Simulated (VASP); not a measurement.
Computed with PBEsol GGA, VASP's PBE PAW potentials (set 64) (plane waves; VASP).

Input for VASP

### POSCAR
```
WSb
1
    3.2925668595    -0.0000000000     0.0000000000
   -0.0000000000     3.2925668595    -0.0000000000
    0.0000000000    -0.0000000000     3.2925668595
W Sb
1 1
Direct
  0.0000000000   0.0000000000   0.0000000000
  0.5000000000   0.5000000000   0.5000000000
```

**INCAR**
```
ALGO = Normal
EDIFF = 1E-7
ENCUT = 400
GGA = PS
ISIF = 2
ISMEAR = -5
LASPH = .TRUE.
LCHARG = .TRUE.
LMAXMIX = 6
LORBIT = 11
LREAL = .FALSE.
LWAVE = .FALSE.
NEDOS = 601
NELM = 100
PREC = Accurate
SYSTEM = WSb
```

File KPOINTS:
```
Regular mesh
0
G
12 12 12
0 0 0
```

POTCAR, in this order: W_sv Sb (PBE.64 set). Program: vasp_std.

Unless said otherwise, spin-orbit coupling is left out, though it shifts the bands of the heavy elements here.

Task: What does the run give for the energy per atom (σ→0), band gap (on the k-mesh)?

Result: 
| Property | Value |
|---|---|
| energy per atom (σ→0) | -8.590 eV/atom |
| band gap (on the k-mesh) | none (metal, semimetal or under 0.01 eV) |

**OSZICAR**
```
...
DAV:   8    -0.171806376401E+02    0.15556E-01   -0.26633E-02  2462   0.117E+00    0.178E-01
DAV:   9    -0.171804835435E+02    0.15410E-03   -0.62308E-04  2499   0.206E-01    0.730E-02
DAV:  10    -0.171804171081E+02    0.66435E-04   -0.72310E-05  2519   0.110E-01    0.275E-02
DAV:  11    -0.171804151207E+02    0.19874E-05   -0.26276E-06  2623   0.169E-02    0.449E-03
DAV:  12    -0.171804143313E+02    0.78937E-06   -0.36160E-07  2338   0.717E-03    0.456E-04
DAV:  13    -0.171804142198E+02    0.11147E-06   -0.86600E-09  1292   0.100E-03    0.228E-04
DAV:  14    -0.171804142117E+02    0.81091E-08   -0.17103E-09  1217   0.455E-04
   1 F= -.17180414E+02 E0= -.17180414E+02  d E =0.000000E+00
```

The structure was generated: WSb was put into the CsCl type type (Pm-3m), which need not be its known phase. It was relaxed first, which changed the volume by -40 %. The electron count is odd and the run is not spin-polarised, which forces a metal.
